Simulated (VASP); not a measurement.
Output of a VASP run:

**OSZICAR**
```
       N       E                     dE             d eps       ncg     rms          rms(c)
DAV:   1     0.668023035498E+02    0.66802E+02   -0.76464E+03   762   0.165E+03
DAV:   2    -0.456345506823E+01   -0.71366E+02   -0.69288E+02   854   0.270E+02
DAV:   3    -0.930362632340E+01   -0.47402E+01   -0.47238E+01   939   0.658E+01
DAV:   4    -0.938352003813E+01   -0.79894E-01   -0.79873E-01   920   0.936E+00
DAV:   5    -0.938527303551E+01   -0.17530E-02   -0.17529E-02   954   0.114E+00    0.412E+00
DAV:   6    -0.914817892386E+01    0.23709E+00   -0.46610E-01  1151   0.123E+01    0.271E+00
DAV:   7    -0.912420887400E+01    0.23970E-01   -0.10836E-01   940   0.234E+00    0.111E+00
DAV:   8    -0.912443341304E+01   -0.22454E-03   -0.14021E-02   894   0.175E+00    0.149E-01
DAV:   9    -0.912480820170E+01   -0.37479E-03   -0.15873E-03   939   0.689E-01    0.924E-02
DAV:  10    -0.912487618045E+01   -0.67979E-04   -0.13401E-04  1085   0.120E-01    0.468E-02
DAV:  11    -0.912495247763E+01   -0.76297E-04   -0.11646E-04   819   0.112E-01    0.728E-03
DAV:  12    -0.912495154137E+01    0.93626E-06   -0.47577E-06   957   0.350E-02
   1 F= -.91249515E+01 E0= -.91249515E+01  d E =-.912495E+01
```

File OUTCAR:
```
------------------------ aborting loop because EDIFF is reached ----------------------------------------
  FORCE on cell =-STRESS in cart. coord.  units (eV):
  Direction    XX          YY          ZZ          XY          YZ          ZX
  --------------------------------------------------------------------------------------
  Total       -0.0188935     -0.0188935     -0.0188935     -0.0000000     -0.0000000      0.0000000
  in kB       -0.7266241     -0.7266241     -0.7266241     -0.0000000     -0.0000000      0.0000000
  external PRESSURE =      -0.7266241 kB  Pullay stress =       0.0000000 kB
  volume of cell :       41.66
      direct lattice vectors                 reciprocal lattice vectors
     0.000000000  2.751444080  2.751444080    -0.181722756  0.181722756  0.181722756
     2.751444080  0.000000000  2.751444080     0.181722756 -0.181722756  0.181722756
     2.751444080  2.751444080  0.000000000     0.181722756  0.181722756 -0.181722756
  FREE ENERGIE OF THE ION-ELECTRON SYSTEM (eV)
  ---------------------------------------------------
  free  energy   TOTEN  =        -9.1249515414 eV

  energy  without entropy=       -9.1249515414  energy(sigma->0) =       -9.12495154

 reached required accuracy - stopping structural energy minimisation
```
(Selected blocks of OUTCAR.)

File POSCAR:
```
GaP
1
    0.0000000000     2.7514440795     2.7514440795
    2.7514440795     0.0000000000     2.7514440795
    2.7514440795     2.7514440795     0.0000000000
Ga P
1 1
Direct
  0.0000000000   0.0000000000   0.0000000000
  0.2500000000   0.2500000000   0.2500000000
```

Question: Write an INCAR and KPOINTS that could have produced this output.

Answer: Several could match; the one computed here: the input of the run itself, PBE GGA, plane waves, VASP's PBE PAW potentials (set 64).

KPOINTS:
```
Automatic
0
Gamma
 8 8 8
0 0 0
```

INCAR:
```
# general
SYSTEM  = GaP
PREC    = Accurate
ENCUT   = 350
LREAL   = .False.   # projection in real space or not
LASPH   = .True.

# electronic loop
EDIFF   = 1E-6
NELM    = 100   # most electronic steps
ALGO    = Normal
LMAXMIX = 4   # l cut-off of mixed one-centre charges

# smearing
ISMEAR  = 0   # Gaussian
SIGMA   = 0.05

# functional
GGA     = PE   # PBE

# ions
IBRION  = 2
NSW     = 60   # most ionic steps
ISIF    = 3   # ions, shape and volume
EDIFFG  = -0.01   # ionic stop

# output
LWAVE   = .False.
LCHARG  = .False.
```

POTCAR, in this order: Ga_d P (PBE.64 set). Program: vasp_std.

The compound is GaP in the zinc blende structure. It was relaxed first. The start is the result of an earlier pass.
